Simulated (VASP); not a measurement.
Data:

```yaml
crystal:
  lattice:
    - [1.51205, -2.57482, 0.00000]
    - [1.51205, 2.57482, 0.00000]
    - [0.00000, 0.00000, 5.72002]
  atoms:
    - { symbol: Cd, position: [0.33333, 0.66667, 0.25000] }
    - { symbol: Cd, position: [0.67644, 0.34311, 0.75000] }
```

Level of theory: PBE GGA, VASP's PBE PAW potentials (set 64) (plane waves; VASP 6.6.1). Numerical set-up: 400 eV cut-off, 13×13×6 Γ-centred mesh, first-order Methfessel-Paxton smearing of 0.10 eV, potentials Cd.

Task: Give the stress tensor in GPa (positive for a compressed cell).

Result: 
```
 0.22   0.05   0.00
 0.05   1.80   0.00
 0.00   0.00  -0.16
```
The pressure is its mean diagonal, 0.62 GPa.

The compound is Cd in the hcp structure. The cell was not relaxed at this level, atoms are displaced from their ideal sites. The run is one of a series of settings (EDIFF = 1E-8 against the base run), some of them coarse on purpose.
